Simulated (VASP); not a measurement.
# BiPt (P6_3/mmc) in VASP: notebook

One crystal, BiPt, is run at these levels: LDA; tasks: relaxation of cell and atoms.

Program: VASP 6.6.1. These are calculated values, not measurements. Logs are shortened: lines on timing, memory, paths and dates and some standing lists are left out, and cuts for length are marked.

## 1. Starting point

The structure is hexagonal, space group P6_3/mmc (No. 194). The conventional cell has a = 4.315 Å, b = 4.315 Å, c = 5.490 Å, α = 90.00°, β = 90.00°, γ = 120.00°. Bi (site symmetry -6m2) has 6 Pt at 2.84 Å as nearest neighbours. Pt (site symmetry -3m) is surrounded by 2 Pt at 2.75 Å and 6 Bi at 2.84 Å.

## 2. Relaxation of cell and atoms, LDA

File INCAR:

```
  ALGO = Normal
  EDIFF = 1E-6
  EDIFFG = -0.01
  ENCUT = 600
  GGA = CA
  IBRION = 2
  ISIF = 3
  ISMEAR = 1
  LASPH = True
  LCHARG = False
  LREAL = False
  LWAVE = False
  NELM = 80
  NSW = 90
  PREC = Accurate
  SIGMA = 0.1
```

File KPOINTS:

```
k-points
0
Gamma
  12 12 7
```

File POSCAR:

```
BiPt
1.0
    4.3150000000      0.0000000000      0.0000000000
   -2.1575000000      3.7368996200      0.0000000000
    0.0000000000      0.0000000000      5.4900000000
Bi Pt
2 2
Direct
    0.3333333300      0.6666666700      0.2500000000
    0.6666666700      0.3333333300      0.7500000000
    0.0000000000      0.0000000000      0.0000000000
    0.0000000000      0.0000000000      0.5000000000
```

Potentials or basis: VASP PAW LDA potentials, release 64 (Bi_d, Pt).

Launch:

```sh
> cat potpaw_LDA.64/Bi_d/POTCAR potpaw_LDA.64/Pt/POTCAR > POTCAR
> mpirun -np 1 vasp_std > vasp.out
```

OUTCAR:

```text
EDIFF = 1E-6
   EDIFFG = -0.01
   ENCUT = 600
   GGA = CA
   IBRION = 2
   ISIF = 3
   ISMEAR = 1
   LASPH = True
   LREAL = False
   NELM = 80
   NSW = 90
   PREC = Accurate

 ion  position               nearest neighbor table
   1  0.333  0.667  0.250-   3 2.84   4 2.84   3 2.84   4 2.84   3 2.84   4 2.84   2 3.71   2 3.71
                             2 3.71   2 3.71   2 3.71   2 3.71
   2  0.667  0.333  0.750-   3 2.84   4 2.84   3 2.84   4 2.84   3 2.84   4 2.84   1 3.71   1 3.71
                             1 3.71   1 3.71   1 3.71   1 3.71
   3  0.000  0.000  0.000-   4 2.75   4 2.75   1 2.84   2 2.84   2 2.84   1 2.84   2 2.84   1 2.84

   4  0.000  0.000  0.500-   3 2.75   3 2.75   1 2.84   2 2.84   2 2.84   1 2.84   2 2.84   1 2.84

  LATTYP: Found a hexagonal cell.
 ALAT       =     4.3150000000
 C/A-ratio  =     1.2723059096

  Lattice vectors:

 A1 = (   4.3150000000,   0.0000000000,   0.0000000000)
 A2 = (  -2.1575000000,   3.7368996200,   0.0000000000)
 A3 = (   0.0000000000,   0.0000000000,   5.4900000000)

Analysis of symmetry for initial positions (statically):
=====================================================================
 Subroutine PRICEL returns:
 Original cell was already a primitive cell.

 Routine SETGRP: Setting up the symmetry group for a
 hexagonal supercell.

 Subroutine GETGRP returns: Found 24 space group operations
 (whereof 12 operations were pure point group operations)
 out of a pool of 24 trial point group operations.

The static configuration has the point symmetry D_3d.
 The point group associated with its full space group is D_6h.

Analysis of symmetry for dynamics (positions and initial velocities):
=====================================================================
 Subroutine PRICEL returns:
 Original cell was already a primitive cell.

 Routine SETGRP: Setting up the symmetry group for a
 hexagonal supercell.

 Subroutine GETGRP returns: Found 24 space group operations
 (whereof 12 operations were pure point group operations)
 out of a pool of 24 trial point group operations.

The dynamic configuration has the point symmetry D_3d.
 The point group associated with its full space group is D_6h.

 Subroutine INISYM returns: Found 24 space group operations
 (whereof 12 operations are pure point group operations),
 and found     1 'primitive' translations

[... 107 lines left out ...]
   TEBEG  =    0.0;   TEEND  =   0.0 temperature during run
   PSTRESS=    0.0 pullay stress
   NELECT =      50.0000    total number of electrons
   NUPDOWN=      -1.0000    fix difference up-down
   EMIN   =  10.00;   EMAX   =-10.00  energy-range for DOS
   EFERMI =   0.00;   METHOD = LEGACY
   ISMEAR =     1;   SIGMA  =   0.10  broadening in eV -4-tet -1-fermi 0-gaus
   EFERMI_NEDOS =   21; number of points for ismear=-14 and -15
   IALGO  =     38    algorithm
   IMIX   =      4    mixing-type and parameters
     AMIX     =   0.40;   BMIX     =  1.00
     AMIX_MAG =   1.60;   BMIX_MAG =  1.00
  volume/ion in A,a.u.               =      22.13       149.35
  Fermi-wavevector in a.u.,A,eV,Ry     =   1.353246  2.557263 24.915993  1.831274
  Thomas-Fermi vector in A             =   2.480517
   LORBIT       =      0    0 simple, 1 ext, 2 COOP (PROOUT), +10 PAW based schemes
   GGA     = CA    functional components
   LHFCALC =     F    Hartree Fock is set to
   AEXX    =    0.0000 exact exchange contribution
   IVDW    =     0    specifies the selected vdW correction
   LEPSILON=     F    determine dielectric tensor
   LRPA    =     F    only Hartree local field effects (RPA)
 conjugate gradient relaxation of ions
 non-spin polarized calculation
 Methfessel and Paxton  Order N= 1 SIGMA  =   0.10
  energy-cutoff  :      600.00
  volume of cell :       88.52
 maximum number of plane-waves:      2977
 NGX is ok and might be reduce to    36
   NGX = 17   NGY = 17   NGZ = 21

--------------------------------------- Ionic step        1  -------------------------------------------

 number of electron      50.0000004 magnetization

 Free energy of the ion-electron system (eV)
  ---------------------------------------------------
  ext. energy  EPLUGINS =         0.00000000
  ---------------------------------------------------
  free energy    TOTEN  =       -25.22035721 eV

  energy without entropy =      -25.22095968  energy(sigma->0) =      -25.22055803

------------------------ aborting loop because EDIFF is reached ----------------------------------------

  FORCE on cell =-STRESS in cart. coord.  units (eV):
  Direction    XX          YY          ZZ          XY          YZ          ZX
  --------------------------------------------------------------------------------------
  -------------------------------------------------------------------------------------
  Total        0.3504462      0.3504462     -0.2127154      0.0000000      0.0000000     -0.0000000
  in kB        6.3426012      6.3426012     -3.8498598      0.0000000      0.0000000     -0.0000000
  external PRESSURE =       2.9451142 kB  Pullay stress =       0.0000000 kB
[... 139 lines left out ...]
--------------------------------------- Ionic step        5  -------------------------------------------

 number of electron      50.0000003 magnetization

 Free energy of the ion-electron system (eV)
  ---------------------------------------------------
  ext. energy  EPLUGINS =         0.00000000
  ---------------------------------------------------
  free energy    TOTEN  =       -25.22224599 eV

  energy without entropy =      -25.22289872  energy(sigma->0) =      -25.22246357

 E-fermi :   9.2820     XC(G=0): -11.7065

 val. band max:        9.2815719564   @ k =   0.1667  -0.0000   0.1429
 cond. band min:       9.3112633437   @ k =   0.1667   0.1667   0.2857
 fundamental gap:      0.0296913873
 Fermi energy:         9.2819500560

 k-point     1 :       0.0000    0.0000    0.0000
  band No.  band energies     occupation
      1     -13.6963      2.00000
      2     -13.6963      2.00000
      3     -13.6519      2.00000
      4     -13.6519      2.00000
      5     -13.6484      2.00000
      6     -13.6414      2.00000
[... 781 lines left out ...]
     29      12.8157      0.00000
     30      13.6713      0.00000

 [... further k-points ...]

------------------------ aborting loop because EDIFF is reached ----------------------------------------

  FORCE on cell =-STRESS in cart. coord.  units (eV):
  Direction    XX          YY          ZZ          XY          YZ          ZX
  --------------------------------------------------------------------------------------
  -------------------------------------------------------------------------------------
  Total        0.0033744      0.0033744      0.0037040      0.0000000      0.0000000     -0.0000000
  in kB        0.0608995      0.0608995      0.0668475      0.0000000      0.0000000     -0.0000000
  external PRESSURE =       0.0628822 kB  Pullay stress =       0.0000000 kB
[... 19 lines left out ...]
  FREE ENERGIE OF THE ION-ELECTRON SYSTEM (eV)
  ---------------------------------------------------
  free  energy   TOTEN  =       -25.2222459893 eV

  energy  without entropy=      -25.2228987237  energy(sigma->0) =      -25.22246357

 reached required accuracy - stopping structural energy minimisation
```

Wall time 3.9 min (1 thread of Intel Xeon 6975P-C (Granite Rapids), shared host); peak memory 0.34 GiB.

What came out:

- Free energy: -25.2222 eV
- Relaxed volume: 22.19 Å³/atom
- Relaxed cell: a = 4.332 Å, b = 4.332 Å, c = 5.463 Å, α = 90.00°, β = 90.00°, γ = 120.00°
- Space group after relaxing (to 0.05 Å): P6_3/mmc (No. 194)
- Energy gained by relaxing: 0.5 meV/atom
- Ionic steps: 5
- Pressure after relaxing: 0.0 GPa
- Band gap on the k mesh: none (metal or under the smearing width)

The path:
```
step  energy change (eV)  largest force (eV/Å)  pressure (GPa)  volume (Å³)
   1              0.0000                0.0000            0.29        88.52
   2             -0.0014                0.0000           -0.44        89.05
   3             -0.0015                0.0000           -0.32        88.96
   4             -0.0016                0.0000            0.24        88.63
   5             -0.0019                0.0000            0.01        88.78
```

Final structure:
```
CELL_PARAMETERS angstrom
4.33181 0.00000 0.00000
-2.16591 3.75146 0.00000
0.00000 0.00000 5.46294
ATOMIC_POSITIONS crystal
Bi 0.33333 0.66667 0.25000
Bi 0.66667 0.33333 0.75000
Pt 0.00000 0.00000 0.00000
Pt 0.00000 0.00000 0.50000
```

Levels at points of the mesh, in eV from the Fermi level:
```csv
k point,band 21,band 22,band 23,band 24,band 25,band 26,band 27,band 28,band 29,band 30
"(0.00, 0.00, 0.00)",-1.68,-1.68,0.22,0.22,1.11,1.87,2.25,2.85,3.46,3.46
"(0.50, 0.00, 0.00)",-2.69,-2.62,-2.35,-1.79,-1.65,-1.42,2.25,4.24,4.25,4.54
```

Caveat: spin-orbit coupling is left out, which moves the levels of the heavy elements.

## 3. Relaxation of cell and atoms, LDA

This run uses another cell than the first one, of 22.19 Å³/atom, 1.003 times its volume.

Changes to INCAR since step 2:

```diff
@@ -1,4 +1,4 @@
   ALGO = Normal
-  EDIFF = 1E-6
-  EDIFFG = -0.01
+  EDIFF = 1E-7
+  EDIFFG = -0.005
   ENCUT = 600
```

KPOINTS is that of step 2.

File POSCAR:

```
BiPt                                    
1.0
    4.3318119234      0.0000000000     -0.0000000000
   -2.1659059617      3.7514591728     -0.0000000000
   -0.0000000000      0.0000000000      5.4629402986
  Bi              Pt            
     2     2
Direct
     0.3333333300000021    0.6666666699999979    0.2500000000000000
     0.6666666699999979    0.3333333300000021    0.7500000000000000
     0.0000000000000000    0.0000000000000000    1.0000000000000000
     0.0000000000000000    0.0000000000000000    0.5000000000000000
```

Potentials or basis: VASP PAW LDA potentials, release 64 (Bi_d, Pt).

Launch:

```sh
> cat potpaw_LDA.64/Bi_d/POTCAR potpaw_LDA.64/Pt/POTCAR > POTCAR
> mpirun -np 1 vasp_std > vasp.out
```

It took 77 s on 1 thread of Intel Xeon 6975P-C (Granite Rapids), shared host; peak memory 0.34 GiB.

The run converged. Its results:

- Free energy: -25.2223 eV
- Pressure after relaxing: 0.0 GPa
- Band gap on the k mesh: none (metal or under the smearing width)

Final structure:
```
Bi Pt
1.0
     4.33181    0.00000    0.00000
    -2.16591    3.75146    0.00000
     0.00000    0.00000    5.46294
Bi Pt
2 2
Direct
  0.33333 0.66667 0.25000
  0.66667 0.33333 0.75000
  0.00000 0.00000 0.00000
  0.00000 0.00000 0.50000
```

Levels at points of the mesh, in eV from the Fermi level:
| k point | band 22 | band 23 | band 24 | band 25 | band 26 | band 27 | band 28 | band 29 |
| --- | --- | --- | --- | --- | --- | --- | --- | --- |
| (0.00, 0.00, 0.00) | -1.68 | 0.22 | 0.22 | 1.11 | 1.87 | 2.25 | 2.85 | 3.46 |
| (0.50, 0.00, 0.00) | -2.62 | -2.35 | -1.79 | -1.65 | -1.42 | 2.25 | 4.24 | 4.25 |

Caveat: the relaxation stopped at its first step, so nothing moved; spin-orbit coupling is left out, which moves the levels of the heavy elements.
